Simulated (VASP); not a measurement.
# What goes wrong when TiB2 is relaxed with a bad input, part 2 of 2

Aim: see how common mistakes in a VASP relaxation show up, on TiB2. The starting structure is a measured crystal structure from the Crystallography Open Database. The first relaxation on each setting starts from this cell expanded by 3 % in volume.

VASP 6.6.1.

Results so far: reference 8.38 Å³ an atom; one electron too many 11.81 Å³ an atom.

**5. Relaxation with a leftover external pressure of 100 kbar (continued)**

Level of this step: PBEsol; plane waves and PAW (Ti_sv, B) (VASP).

OUTCAR, selected parts (step 5):

```text
  Total        1.5257793      1.5257793      1.5273573      0.0000000      0.0000000     -0.0000000
  in kB      100.7896621    100.7896621    100.8939004      0.0000000      0.0000000     -0.0000000
  external PRESSURE =       0.8244082 kB  Pullay stress =     100.0000000 kB

 POSITION                                       TOTAL-FORCE (eV/Angst)
 -----------------------------------------------------------------------------------
      0.00000      0.00000      0.00000         0.000000     -0.000000      0.000000
      1.49408      0.86261      1.56827         0.000000     -0.000000     -0.000000
     -0.00000      1.72521      1.56827        -0.000000      0.000000      0.000000
 -----------------------------------------------------------------------------------
    total drift:                               -0.000000      0.000000      0.000000

  FREE ENERGIE OF THE ION-ELECTRON SYSTEM (eV)
  ---------------------------------------------------
  free  energy   TOTEN  =       -25.7644088418 eV

  energy  without entropy=      -25.7636311282  energy(sigma->0) =      -25.76401998

[... 2 parts as in an earlier step ...]

[... 2 further parts left out ...]
[key lines of the parts left out:]
E-fermi :  10.5474
```

With a leftover external pressure of 100 kbar the cell ends at 8.085 Å³ an atom, -3.53 % from the reference.

**6. Relaxation with an ionic step far too long**

A slip made on purpose: an ionic step far too long. Against step 2 the input has IBRION = 1 and POTIM = 2 (also changed: NELM and NSW).

The input, INCAR:

```
SYSTEM = TiB2
PREC = Accurate
ENCUT = 450
EDIFF = 1E-06
NELM = 60
ISMEAR = 0
SIGMA = 0.05
LREAL = .FALSE.
ALGO = Normal
GGA = PS
NBANDS = 15
LORBIT = 11
LWAVE = .FALSE.
LCHARG = .FALSE.
KPAR = 4
IBRION = 1
NSW = 30
ISIF = 3
EDIFFG = -0.006
POTIM = 2
```

The input, POSCAR:

```
TiB2
1.0
    3.0591940299      0.0000000000      0.0000000000
   -1.5295970149      2.6493397449      0.0000000000
    0.0000000000      0.0000000000      3.2603664354
Ti B
1 2
Direct
    0.0000000000      0.0000000000      0.0000000000
    0.6666666667      0.3333333333      0.5000000000
    0.3333333333      0.6666666667      0.5000000000
```

The input, KPOINTS:

```
Automatic mesh
0
Gamma
12 12 10
0 0 0
```

Potentials, in the order of the species: Ti_sv and B (PBE family, release 64).

Command:

```sh
> mpirun -np 4 vasp_std
```

Output:

```text
[... set-up lines as in an earlier step ...]
 entering main loop
       N       E                     dE             d eps       ncg     rms          rms(c)
[... 13 cycles as in an earlier step ...]
   1 F= -.25741722E+02 E0= -.25741250E+02  d E =-.257417E+02
[...]
2 F= -.22645759E+02 E0= -.22645477E+02  d E =0.309596E+01
[...]
3 F= -.25779238E+02 E0= -.25779083E+02  d E =-.313348E+01
[...]
4 F= -.25718840E+02 E0= -.25718585E+02  d E =0.603983E-01
[...]
5 F= -.25791317E+02 E0= -.25790838E+02  d E =-.724769E-01
[...]
6 F= -.25781503E+02 E0= -.25781032E+02  d E =0.981416E-02
[...]
7 F= -.25791526E+02 E0= -.25791045E+02  d E =-.100231E-01
 BRION: g(F)=  0.193E-48 g(S)=  0.371E-05 retain N=  1 mean eig= 0.12
 eig:   0.122
 reached required accuracy - stopping structural energy minimisation
```

Elapsed: 67 s, on 4 MPI ranks of AMD EPYC 7R43, shared host; peak memory 0.54 GiB.

OUTCAR, selected parts (step 6):

```text
  Total        0.0032776      0.0032776      0.0060219      0.0000000      0.0000000      0.0000000
  in kB        0.2088798      0.2088798      0.3837685      0.0000000      0.0000000      0.0000000
  external PRESSURE =       0.2671760 kB  Pullay stress =       0.0000000 kB

 POSITION                                       TOTAL-FORCE (eV/Angst)
 -----------------------------------------------------------------------------------
      0.00000      0.00000      0.00000        -0.000000     -0.000000      0.000000
      1.50949      0.87150      1.59257        -0.000000      0.000000     -0.000000
     -0.00000      1.74301      1.59257         0.000000     -0.000000      0.000000
 -----------------------------------------------------------------------------------
    total drift:                               -0.000000      0.000000     -0.000000

  FREE ENERGIE OF THE ION-ELECTRON SYSTEM (eV)
  ---------------------------------------------------
  free  energy   TOTEN  =       -25.7915261301 eV

  energy  without entropy=      -25.7905634002  energy(sigma->0) =      -25.79104477

[... 2 parts as in an earlier step ...]

[... 2 further parts left out ...]
[key lines of the parts left out:]
E-fermi :  10.1407
```

With an ionic step far too long the cell ends at 8.380 Å³ an atom, -0.01 % from the reference.

**7. Comparison**

```
                                          run            ended  volume (Å³/atom)  change (%)  bulk modulus (GPa)  pressure left (GPa)  core minutes
                                    reference        converged             8.381           -               262.6                 0.02          5.79
a functional's name that the tag doesn't take  stopped by VASP                 -           -                   -                    -         0.253
                        one electron too many        converged            11.808       40.89                   -                -0.03          8.53
     a leftover external pressure of 100 kbar        converged             8.085       -3.53                   -                10.08           4.4
                   an ionic step far too long        converged              8.38       -0.01                   -                 0.03          4.47
```

Core minutes are wall time times ranks, summed over the relaxations behind a row (those for a bulk modulus apart), on shared hosts.

**8. What came out**

| Quantity | Value |
| --- | --- |
| volume of the reference | 8.381 Å³/atom |
| volume against the reference, one electron too many | +40.89 % |
| volume against the reference, a leftover external pressure of 100 kbar | -3.53 % |
| volume against the reference, an ionic step far too long | -0.01 % |
| run with a functional's name that the tag doesn't take | stopped by VASP |

In words: VASP stopped by itself in the run with a functional's name that the tag doesn't take. Finished, but with signs in the output that stand out against the reference: one electron too many, with the volume changed by +40.9 % (signs: a warning on the charge density and 58.3 GPa at the first ionic step (of the first relaxations, not shown; reference: -11.7 GPa)); a leftover external pressure of 100 kbar, with the volume changed by -3.5 % (signs: the Pulay stress that OUTCAR prints, which here is the typed pressure); an ionic step far too long, with the volume changed by less than 0.1 % (signs: an energy that rises by up to 1.0 eV an atom on the way). The reference was restarted once and the runs with a slip weren't, so their cells may not have settled fully. Further runs on this material are not shown.

[Lines on the potential files, build, host, timing and source positions are cut from VASP's logs without a mark.]

[Logs are printed without paths, hosts, clocks, repeated set-up lines and the standing remarks that a program may print on its own settings, such as how far it seeks lower states.]

[Hosts, paths, dates, database ids (printed as entryN), source tags and the programs' standing remarks are cut or masked in the printed files.]
